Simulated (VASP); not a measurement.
Method: PBE GGA, VASP's PBE PAW potentials (set 64) (plane waves; VASP).

A VASP calculation is set up with these files.

**INCAR**
```
SYSTEM = V3Ge
PREC = Accurate; ENCUT = 400; LREAL = .FALSE.
LASPH = .TRUE.
EDIFF = 1E-6; NELM = 100; ALGO = Normal
LMAXMIX = 4
ISMEAR = 1; SIGMA = 0.1
GGA = PE
MAGMOM = 0.0 3*2.0
ISPIN = 2
ISIF = 2
LWAVE = .FALSE.; LCHARG = .FALSE.; LORBIT = 10
```

### POSCAR
```
V3Ge
1
    0.0000000000     3.1016160000     3.1016160000
    3.1016160000     0.0000000000     3.1016160000
    3.1016160000     3.1016160000     0.0000000000
Ge V
1 3
Direct
  0.0000000000   0.0000000000   0.0000000000
  0.5000000000   0.5000000000   0.5000000000
  0.2500000000   0.2500000000   0.2500000000
  0.7500000000   0.7500000000   0.7500000000
```

File KPOINTS:
```
Automatic mesh
0
Gamma
7 7 7
0 0 0
```

POTCAR, in this order: Ge_d V_sv (PBE.64 set). Program: vasp_std.

Output

File OSZICAR:
```
       N       E                     dE             d eps       ncg     rms          rms(c)
DAV:   1     0.635258820291E+03    0.63526E+03   -0.26122E+04  3236   0.271E+03
DAV:   2     0.257548163508E+02   -0.60950E+03   -0.59786E+03  2720   0.664E+02
DAV:   3    -0.315079810767E+02   -0.57263E+02   -0.55350E+02  3020   0.178E+02
DAV:   4    -0.344816772379E+02   -0.29737E+01   -0.28414E+01  3398   0.394E+01
DAV:   5    -0.345445353195E+02   -0.62858E-01   -0.62677E-01  3268   0.631E+00    0.303E+01
DAV:   6    -0.318033991364E+02    0.27411E+01   -0.32048E+01  3210   0.361E+01    0.611E+00
DAV:   7    -0.320043958650E+02   -0.20100E+00   -0.23530E+00  3222   0.128E+01    0.538E+00
DAV:   8    -0.319457917547E+02    0.58604E-01   -0.11328E+00  3568   0.834E+00    0.347E+00
DAV:   9    -0.319061524666E+02    0.39639E-01   -0.24269E-01  3490   0.376E+00    0.192E+00
DAV:  10    -0.319036502177E+02    0.25022E-02   -0.58177E-02  3440   0.141E+00    0.497E-01
DAV:  11    -0.319039006054E+02   -0.25039E-03   -0.85115E-03  3396   0.830E-01    0.172E-01
DAV:  12    -0.319041412972E+02   -0.24069E-03   -0.14095E-03  3618   0.285E-01    0.915E-02
DAV:  13    -0.319041822562E+02   -0.40959E-04   -0.34690E-04  3448   0.125E-01    0.356E-02
DAV:  14    -0.319041859742E+02   -0.37181E-05   -0.32470E-05  3486   0.376E-02    0.146E-02
DAV:  15    -0.319041832660E+02    0.27083E-05   -0.11361E-05  2704   0.158E-02    0.511E-03
DAV:  16    -0.319041830713E+02    0.19468E-06   -0.13037E-06  1912   0.762E-03
   1 F= -.31904183E+02 E0= -.31903364E+02  d E =-.245762E-02  mag=     1.1703
```

File OUTCAR:
```
------------------------ aborting loop because EDIFF is reached ----------------------------------------
  FORCE on cell =-STRESS in cart. coord.  units (eV):
  Direction    XX          YY          ZZ          XY          YZ          ZX
  --------------------------------------------------------------------------------------
  Total       -5.4773210     -5.4773210     -5.4773210      0.0000000      0.0000000     -0.0000000
  in kB     -147.0566589   -147.0566589   -147.0566589      0.0000000      0.0000000     -0.0000000
  external PRESSURE =    -147.0566589 kB  Pullay stress =       0.0000000 kB
  volume of cell :       59.68
      direct lattice vectors                 reciprocal lattice vectors
     0.000000000  3.101616000  3.101616000    -0.161206287  0.161206287  0.161206287
     3.101616000  0.000000000  3.101616000     0.161206287 -0.161206287  0.161206287
     3.101616000  3.101616000  0.000000000     0.161206287  0.161206287 -0.161206287
 POSITION                                       TOTAL-FORCE (eV/Angst)
 -----------------------------------------------------------------------------------
      0.00000      0.00000      0.00000        -0.000000      0.000000     -0.000000
      3.10162      3.10162      3.10162        -0.000000      0.000000     -0.000000
      1.55081      1.55081      1.55081        -0.000000     -0.000000     -0.000000
      4.65242      4.65242      4.65242         0.000000      0.000000      0.000000
 -----------------------------------------------------------------------------------
    total drift:                                0.000000     -0.000000      0.000000
  FREE ENERGIE OF THE ION-ELECTRON SYSTEM (eV)
  ---------------------------------------------------
  free  energy   TOTEN  =       -31.9041830713 eV

  energy  without entropy=      -31.9017254498  energy(sigma->0) =      -31.90336386

 total charge

# of ion       s       p       d       tot
------------------------------------------
    1        1.070   1.260  10.062  12.393
    2        2.298   6.153   3.094  11.545
    3        2.240   6.193   3.049  11.482
    4        2.240   6.193   3.049  11.482
--------------------------------------------------
tot          7.848  19.799  19.255  46.902

 magnetization (x)

# of ion       s       p       d       tot
------------------------------------------
    1       -0.005  -0.012   0.011  -0.006
    2       -0.010   0.011  -0.341  -0.340
    3        0.007   0.008   0.669   0.685
    4        0.007   0.008   0.669   0.685
--------------------------------------------------
tot         -0.001   0.015   1.009   1.023
```
(Selected blocks of OUTCAR.)

### OUTCAR
```
 val. band max:        8.9267167543   @ k =  -0.2857   0.2857   0.0000

 cond. band min:       8.9383519804   @ k =   0.4286   0.1429   0.0000


 Fermi energy:         8.9280724618

 spin component 1

 k-point     1 :       0.0000    0.0000    0.0000
  band No.  band energies     occupation
      1     -55.4058      1.00000
      2     -55.3684      1.00000
      3     -54.6616      1.00000
      4     -29.2929      1.00000
      5     -29.2929      1.00000
      6     -29.2929      1.00000
      7     -29.2356      1.00000
      8     -29.2356      1.00000
      9     -29.2356      1.00000
     10     -28.5054      1.00000
     11     -28.5054      1.00000
     12     -28.5054      1.00000
     13     -15.3763      1.00000
     14     -15.3763      1.00000
     15     -15.3763      1.00000
     16     -15.3545      1.00000
     17     -15.3545      1.00000
     18      -1.4678      1.00000
     19       5.8143      1.00000
     20       5.8144      1.00000
     21       5.8144      1.00000
     22       6.6152      1.00000
     23       6.6152      1.00000
     24       8.3340      1.00000
     25       8.3340      1.00000
     26       8.3340      1.00000
     27      10.2031     -0.00000
     28      10.2031     -0.00000
     29      10.2031     -0.00000
     30      10.3040     -0.00000
     31      10.8156     -0.00000
     32      10.8156     -0.00000
     33      11.0193      0.00000
     34      11.0193      0.00000

 k-point     2 :       0.1429    0.0000    0.0000
  band No.  band energies     occupation
      1     -55.4036      1.00000
      2     -55.3696      1.00000
      3     -54.6628      1.00000
      4     -29.3030      1.00000
      5     -29.2936      1.00000
      6     -29.2936      1.00000
      7     -29.2378      1.00000
      8     -29.2378      1.00000
      9     -29.2240      1.00000
     10     -28.5087      1.00000
     11     -28.5031      1.00000
     12     -28.5031      1.00000
...
```

The structure was generated: V3Ge was put into the D03 type (Fm-3m), which need not be its known phase. The cell was not relaxed at this level.
